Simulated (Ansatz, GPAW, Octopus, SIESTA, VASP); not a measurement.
## Zr3S2: programs and potentials compared

```
Zr S
1.0
     2.90254    1.67578    3.48777
    -2.90254    1.67578    3.48777
     0.00000   -3.35156    3.48777
Zr S
3 2
Cartesian
  0.9832 1.7029 5.2317
  0.9832 -1.7029 5.2317
  -1.9663 0.0000 5.2317
  0.0000 0.0000 6.9583
  0.0000 0.0000 3.5050
```

The cell comes from a database or a generator and needn't be the stable form of this composition.

Alike in all runs: task single point; functional PBEsol; k mesh 6 × 6 × 6; occupations fermi-dirac, width 0.05 eV; no spin polarisation; no spin-orbit coupling. A missing gap at this level doesn't show that the real crystal is a metal. Pressure is positive in compression and, in plane waves, holds the error of the finite cutoff, which Ansatz's Pulay term estimates and takes out.

```tsv
program and potentials	plane-wave cutoff (eV)	notes	band gap (eV)	pressure (GPa)	largest force (eV/Å)
Ansatz, Ansatz PAW	420	potentials made for PBE, which Ansatz adapts in part	no gap	-5.11	0.133
Octopus, pseudodojo_pbesol (PseudoDojo 0.4, PBEsol)	-	-	no gap	-	0.129
VASP, PBE PAW files S, Zr_sv, 520 eV	520	potentials made for PBE	no gap	-4.96	0.126
SIESTA, files PseudoDojo sr-pbesol-0.4.1-standard, DZP (energy shift 0.003 Ry; two zetas on semicore shells)	-	atomic basis	no gap	-3.56	0.008
GPAW, PAW data sets generated for this functional	600	-	no gap	-5.53	0.145
```

Force on atom 3 (Zr), eV/Å:

```
                             program and potentials      x      y      z
                                 Ansatz, Ansatz PAW  0.133  0.000  0.000
Octopus, pseudodojo_pbesol (PseudoDojo 0.4, PBEsol)  0.129  0.000  0.000
               VASP, PBE PAW files S, Zr_sv, 520 eV  0.126  0.000  0.000
  GPAW, PAW data sets generated for this functional  0.145  0.000  0.000
```

None finds a gap. The pressure spans -5.53 (GPAW, PAW data sets generated for this functional) to -3.56 GPa (SIESTA, files PseudoDojo sr-pbesol-0.4.1-standard, DZP (energy shift 0.003 Ry; two zetas on semicore shells)). Rows in atomic bases carry the error of their basis and grid, which can be large.

The functional is the same throughout but for its coding, so the spread measures potentials, basis and numerics; runs on potential files found faulty are left out.
